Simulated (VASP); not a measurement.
Method: revTPSS meta-GGA, VASP's PBE PAW potentials (set 64) (plane waves; VASP).

VASP input:

File POSCAR:
```
BN
1.0
  1.2430932952  -2.1531011343   0.0000000000
  1.2430932952   2.1531011343   0.0000000000
  0.0000000000   0.0000000000   7.0514588000
B N
2 2
Cart
  1.2430932952   0.7177018135   1.7628647000
  1.2430932952  -0.7177018135   5.2885941000
  1.2430932952  -0.7177018135   1.7628647000
  1.2430932952   0.7177018135   5.2885941000
```

**KPOINTS**
```
K-points
0
G
10 10 3
0 0 0
```

INCAR:
```
ALGO  =  Normal
EDIFF  =  1E-7
EDIFFG  =  -0.01
ENCUT  =  520
IBRION  =  2
ISIF  =  4
ISMEAR  =  0
LASPH  =  .True.
LCHARG  =  .False.
LMIXTAU  =  .True.
LREAL  =  .False.
LWAVE  =  .False.
METAGGA  =  RTPSS
NELM  =  100
NSW  =  30
PREC  =  Accurate
SIGMA  =  0.05
SYSTEM  =  BN
```

POTCAR, in this order: B N (PBE.64 set). Program: vasp_std.

What VASP printed:

**OUTCAR**
```
 ion  position               nearest neighbor table
   1  0.333  0.667  0.250-   3 1.44   3 1.44   3 1.44
   2  0.667  0.333  0.750-   4 1.44   4 1.44   4 1.44
   3  0.667  0.333  0.250-   1 1.44   1 1.44   1 1.44
   4  0.333  0.667  0.750-   2 1.44   2 1.44   2 1.44
  LATTYP: Found a hexagonal cell.
 ALAT       =     2.4861869268
 C/A-ratio  =     2.8362544763
 Subroutine PRICEL returns:
 Original cell was already a primitive cell.
 Subroutine GETGRP returns: Found 24 space group operations
The static configuration has the point symmetry D_3d.
 The point group associated with its full space group is D_6h.
The dynamic configuration has the point symmetry D_3d.
 Subroutine INISYM returns: Found 24 space group operations
 Subroutine IBZKPT returns following result:
 Found     28 irreducible k-points:

 Following reciprocal coordinates:
            Coordinates               Weight
  0.000000  0.000000  0.000000      1.000000
  0.100000  0.000000  0.000000      6.000000
  0.200000  0.000000  0.000000      6.000000
  0.300000  0.000000  0.000000      6.000000
  0.400000  0.000000  0.000000      6.000000
  0.500000  0.000000  0.000000      3.000000
  0.100000  0.100000  0.000000      6.000000
  0.200000  0.100000  0.000000     12.000000
  0.300000  0.100000  0.000000     12.000000
  0.400000  0.100000  0.000000     12.000000
  0.200000  0.200000  0.000000      6.000000
  0.300000  0.200000  0.000000     12.000000
  0.400000  0.200000  0.000000      6.000000
  0.300000  0.300000  0.000000      6.000000
  0.000000  0.000000  0.333333      2.000000
  0.100000  0.000000  0.333333     12.000000
  0.200000  0.000000  0.333333     12.000000
  0.300000  0.000000  0.333333     12.000000
  0.400000  0.000000  0.333333     12.000000
  0.500000  0.000000  0.333333      6.000000
...
```

### OSZICAR
```
...
DAV:  12    -0.364914018899E+06   -0.36489E+06   -0.36488E+06  1016   0.138E+04    0.482E+00
DAV:  13    -0.105583828400E+07   -0.69092E+06   -0.42271E+06   852   0.113E+06    0.526E+00
DAV:  14    -0.258620345772E+07   -0.15304E+07   -0.28499E+07   808   0.215E+06    0.558E+00
DAV:  15    -0.274719105205E+07   -0.16099E+06   -0.42815E+07   824   0.238E+06    0.597E+00
DAV:  16    -0.343982488070E+07   -0.69263E+06   -0.49932E+06  1204   0.138E+06    0.589E+00
DAV:  17    -0.301114461505E+07    0.42868E+06   -0.54150E+05   996   0.743E+05    0.584E+00
DAV:  18    -0.387000837595E+07   -0.85886E+06   -0.37359E+05  1224   0.614E+05    0.517E+00
DAV:  19    -0.464624628948E+07   -0.77624E+06   -0.10341E+05  1028   0.301E+05    0.548E+00
DAV:  20    -0.426178368722E+07    0.38446E+06   -0.11589E+05  1284   0.408E+05    0.484E+00
DAV:  21    -0.431612438980E+07   -0.54341E+05   -0.76721E+04  1180   0.321E+05    0.497E+00
DAV:  22    -0.456859065679E+07   -0.25247E+06   -0.28552E+04  1152   0.148E+05    0.575E+00
DAV:  23    -0.439042548982E+07    0.17817E+06   -0.18734E+05   972   0.515E+05    0.522E+00
DAV:  24    -0.451929832773E+07   -0.12887E+06   -0.95802E+05  1228   0.129E+06    0.519E+00
DAV:  25    -0.564147080886E+07   -0.11222E+07   -0.18331E+07  1280   0.157E+06    0.524E+00
DAV:  26    -0.298230498819E+07    0.26592E+07   -0.11586E+07   988   0.198E+06    0.562E+00
DAV:  27    -0.272688042742E+07    0.25542E+06   -0.84845E+06   920   0.157E+06    0.524E+00
DAV:  28    -0.355003432875E+07   -0.82315E+06   -0.14529E+07   860   0.206E+06    0.525E+00
DAV:  29    -0.481324757177E+07   -0.12632E+07   -0.19564E+06   916   0.112E+06    0.535E+00
DAV:  30    -0.294977566393E+07    0.18635E+07   -0.55284E+05  1124   0.572E+05    0.525E+00
DAV:  31    -0.433917297477E+07   -0.13894E+07   -0.13790E+06   880   0.653E+05    0.519E+00
DAV:  32    -0.325771928152E+07    0.10815E+07   -0.52588E+06   860   0.994E+05    0.524E+00
DAV:  33    -0.732837076854E+07   -0.40707E+07   -0.20600E+07  1276   0.240E+06    0.373E+01
DAV:  34     0.355386027891E+02    0.73284E+07   -0.13890E+04   908   0.709E+02    0.137E+01
DAV:  35    -0.313491883728E+02   -0.66888E+02   -0.48291E+02  1040   0.624E+01    0.435E+00
DAV:  36    -0.396923504845E+02   -0.83432E+01   -0.73037E+01   852   0.520E+01    0.481E+00
DAV:  37    -0.399184296706E+02   -0.22608E+00   -0.32216E+00   828   0.946E+00    0.477E+00
DAV:  38    -0.399735543378E+02   -0.55125E-01   -0.80188E-02   796   0.318E+00    0.481E+00
DAV:  39    -0.508715762439E+04   -0.50472E+04   -0.14263E+05   688   0.115E+06    0.185E+00
DAV:  40    -0.487496575785E+06   -0.48241E+06   -0.48434E+06   880   0.372E+04    0.556E+00
DAV:  41    -0.226345736910E+07   -0.17760E+07   -0.49908E+06   784   0.282E+06    0.542E+00
DAV:  42    -0.491921026841E+07   -0.26558E+07   -0.89845E+06   824   0.193E+06    0.523E+00
DAV:  43    -0.553063929470E+07   -0.61143E+06   -0.79946E+05   776   0.111E+06    0.515E+00
DAV:  44    -0.459516398993E+07    0.93548E+06   -0.16533E+05   856   0.484E+05    0.450E+00
DAV:  45    -0.457366941666E+07    0.21495E+05   -0.42142E+04  1076   0.197E+05    0.453E+00
DAV:  46    -0.473182100555E+07   -0.15815E+06   -0.28098E+04  1172   0.111E+05    0.459E+00
DAV:  47    -0.444331527333E+07    0.28851E+06   -0.13826E+04  1136   0.126E+05    0.458E+00
DAV:  48    -0.427274284883E+07    0.17057E+06   -0.18792E+04  1276   0.621E+04    0.459E+00
DAV:  49    -0.450336265889E+07   -0.23062E+06   -0.27126E+04  1304   0.126E+05    0.483E+00
DAV:  50    -0.483754086825E+07   -0.33418E+06   -0.43992E+04  1232   0.120E+05    0.485E+00
DAV:  51    -0.454015153677E+07    0.29739E+06   -0.11843E+04  1084   0.101E+05    0.490E+00
DAV:  52    -0.416031021578E+07    0.37984E+06   -0.28481E+06   960   0.831E+05    0.490E+00
DAV:  53    -0.193137179859E+07    0.22289E+07   -0.81089E+06   856   0.951E+05    0.563E+00
DAV:  54    -0.467680753727E+07   -0.27454E+07   -0.27225E+07   864   0.228E+06    0.472E+00
DAV:  55    -0.225413774699E+07    0.24227E+07   -0.30457E+06   856   0.911E+05    0.509E+00
DAV:  56    -0.402308699552E+07   -0.17689E+07   -0.41439E+07   856   0.256E+06    0.574E+00
DAV:  57    -0.438824266047E+07   -0.36516E+06   -0.23505E+07   812   0.213E+06    0.556E+00
DAV:  58    -0.472175277640E+07   -0.33351E+06   -0.22402E+06   864   0.115E+06    0.555E+00
DAV:  59    -0.490332625129E+07   -0.18157E+06   -0.17477E+05  1024   0.541E+05    0.513E+00
DAV:  60    -0.509266089837E+07   -0.18933E+06   -0.11894E+05  1340   0.300E+05    0.535E+00
DAV:  61    -0.519295134232E+07   -0.10029E+06   -0.14970E+05  1260   0.444E+05    0.515E+00
DAV:  62    -0.467732445367E+07    0.51563E+06   -0.46879E+04  1184   0.242E+05    0.549E+00
DAV:  63    -0.466551172621E+07    0.11813E+05   -0.40472E+04  1296   0.157E+05    0.523E+00
DAV:  64    -0.490681768574E+07   -0.24131E+06   -0.13602E+04  1244   0.126E+05    0.522E+00
DAV:  65    -0.486293865042E+07    0.43879E+05   -0.76776E+03   992   0.616E+04    0.496E+00
DAV:  66    -0.485885238593E+07    0.40863E+04   -0.81170E+03  1096   0.803E+04    0.506E+00
DAV:  67    -0.491682942129E+07   -0.57977E+05   -0.10243E+04  1056   0.901E+04    0.505E+00
DAV:  68    -0.509019255703E+07   -0.17336E+06   -0.45149E+04  1136   0.196E+05    0.499E+00
DAV:  69    -0.502529018642E+07    0.64902E+05   -0.38210E+03  1112   0.679E+04    0.501E+00
DAV:  70    -0.505697431536E+07   -0.31684E+05   -0.32850E+03  1088   0.386E+04    0.487E+00
DAV:  71    -0.497906596520E+07    0.77908E+05   -0.13364E+05  1016   0.369E+05    0.482E+00
DAV:  72    -0.489508455445E+07    0.83981E+05   -0.13235E+05  1004   0.364E+05    0.485E+00
DAV:  73    -0.511292973462E+07   -0.21785E+06   -0.10602E+04  1260   0.103E+05    0.511E+00
DAV:  74    -0.501795095522E+07    0.94979E+05   -0.38122E+03  1108   0.759E+04    0.509E+00
DAV:  75    -0.499779916264E+07    0.20152E+05   -0.12684E+03  1028   0.250E+04    0.508E+00
DAV:  76    -0.505552886941E+07   -0.57730E+05   -0.21902E+04  1152   0.112E+05    0.506E+00
DAV:  77    -0.512468420711E+07   -0.69155E+05   -0.10455E+05  1040   0.282E+05    0.508E+00
DAV:  78    -0.505138765743E+07    0.73297E+05   -0.32068E+03  1024   0.706E+04    0.510E+00
DAV:  79    -0.501396915822E+07    0.37418E+05   -0.32757E+03   920   0.508E+04    0.511E+00
DAV:  80    -0.490607751114E+07    0.10789E+06   -0.25853E+04  1016   0.139E+05    0.518E+00
DAV:  81    -0.310097593922E+02    0.49060E+07   -0.65585E+03   720   0.919E+01    0.457E+00
DAV:  82    -0.357168032043E+02   -0.47070E+01   -0.15927E+01   744   0.105E+01    0.389E+00
DAV:  83    -0.136799758019E+06   -0.13676E+06   -0.13203E+06   824   0.472E+05    0.703E+00
DAV:  84    -0.985804793021E+05    0.38219E+05   -0.10779E+07   752   0.669E+06    0.149E+01
DAV:  85    -0.474475661080E+06   -0.37590E+06   -0.50790E+06   936   0.199E+05    0.978E+00
DAV:  86    -0.385420558088E+06    0.89055E+05   -0.39685E+07   692   0.247E+07    0.378E+00
DAV:  87    -0.170560760219E+07   -0.13202E+07   -0.95113E+06   896   0.117E+06    0.442E+00
DAV:  88    -0.290121237921E+07   -0.11956E+07   -0.22557E+07   820   0.305E+06    0.534E+00
DAV:  89    -0.320870074019E+07   -0.30749E+06   -0.74333E+06   836   0.114E+06    0.444E+00
DAV:  90    -0.321945427896E+07   -0.10754E+05   -0.10848E+07   836   0.171E+06    0.166E+01
DAV:  91    -0.222932863073E+07    0.99013E+06   -0.60454E+06  1120   0.110E+06    0.129E+01
DAV:  92    -0.217787444371E+07    0.51454E+05   -0.32447E+06   972   0.106E+06    0.477E+00
DAV:  93    -0.451464271267E+07   -0.23368E+07   -0.26539E+07   848   0.238E+06    0.454E+00
DAV:  94    -0.378416993611E+07    0.73047E+06   -0.10147E+07   988   0.167E+06    0.649E+00
DAV:  95    -0.293033404970E+07    0.85384E+06   -0.77582E+06  1020   0.968E+05    0.552E+00
DAV:  96    -0.487092715741E+07   -0.19406E+07   -0.20828E+07   812   0.233E+06    0.467E+00
DAV:  97    -0.431116199778E+07    0.55977E+06   -0.64712E+05   832   0.147E+06    0.475E+00
DAV:  98    -0.444494831371E+07   -0.13379E+06   -0.84069E+04  1312   0.326E+05    0.486E+00
DAV:  99    -0.448883702229E+07   -0.43889E+05   -0.47751E+04  1192   0.183E+05    0.480E+00
DAV: 100    -0.487061521249E+07   -0.38178E+06   -0.54335E+04  1272   0.253E+05
   1 F= -.48706152E+07 E0= -.48706152E+07  d E =-.487062E+07
```

### stdout
```
...
|           W    W   A  A   R    R  NN   N  II  NN   N  G    G  !!!           |
|           W    W  A    A  R    R  N N  N  II  N N  N  G       !!!           |
|           W WW W  AAAAAA  RRRRR   N  N N  II  N  N N  G  GGG   !            |
|           WW  WW  A    A  R   R   N   NN  II  N   NN  G    G                |
|           W    W  A    A  R    R  N    N  II  N    N   GGGG   !!!           |
|                                                                             |
|     The electronic self-consistency was not achieved in the given           |
|     number of steps (NELM). The forces and other quantities evaluated       |
|     might not be reliable so examine the results carefully. If you find     |
|     spurious results, we suggest increasing NELM, if you were close to      |
|     convergence or switching to a different ALGO or adjusting the           |
|     density mixing parameters otherwise.                                    |
|                                                                             |
 -----------------------------------------------------------------------------

   1 F= -.48706152E+07 E0= -.48706152E+07  d E =-.487062E+07
 bond charge predicted

 -----------------------------------------------------------------------------
|                                                                             |
|     EEEEEEE  RRRRRR   RRRRRR   OOOOOOO  RRRRRR      ###     ###     ###     |
|     E        R     R  R     R  O     O  R     R     ###     ###     ###     |
|     E        R     R  R     R  O     O  R     R     ###     ###     ###     |
|     EEEEE    RRRRRR   RRRRRR   O     O  RRRRRR       #       #       #      |
|     E        R   R    R   R    O     O  R   R                               |
|     E        R    R   R    R   O     O  R    R      ###     ###     ###     |
|     EEEEEEE  R     R  R     R  OOOOOOO  R     R     ###     ###     ###     |
|                                                                             |
|     Orbital orthonormalization failed in the inversion of matrix            |
|     LAPACK: Routine ZPOTRF failed! kpoint: 1 spin: 1                        |
|                                                                             |
|     Possible solutions for this issue are:                                  |
|     - Please check whether the atoms are too close to each other.           |
|     - Decreasing POTIM might help during relaxations or MDs.                |
|     - Deleting CHGCAR or WAVECAR if incompatible with the structure.        |
|     - Try calculating without symmetrizing (ISYM = 0 or ISYM = -1).         |
|                                                                             |
|       ---->  I REFUSE TO CONTINUE WITH THIS SICK JOB ... BYE!!! <----       |
|                                                                             |
 -----------------------------------------------------------------------------
```

VASP stops with an error: Orbital orthonormalization failed in the inversion of matrix LAPACK: Routine ZPOTRF failed! kpoint: 1 spin: 1 Possible solutions for this issue are: - Please check whether the atoms are too close to each other. - Decreasing POTIM might help during relaxations or MDs. - Deleting CHGCAR or WAVECAR if incompatible with the structure. - Try calculating without symmetrizing (ISYM = 0 or ISYM = -1). ----> I REFUSE TO CONTINUE WITH THIS SICK JOB ... BYE!!! <----

The run did not end as a converged relaxation. Without a dispersion term in the relaxation, distances and binding between the weakly bound layers, chains or molecules are unreliable, and so is what depends on them.

The compound is BN in the hex structure. This cell is one point of a volume scan, at 0.97 of the reference volume.
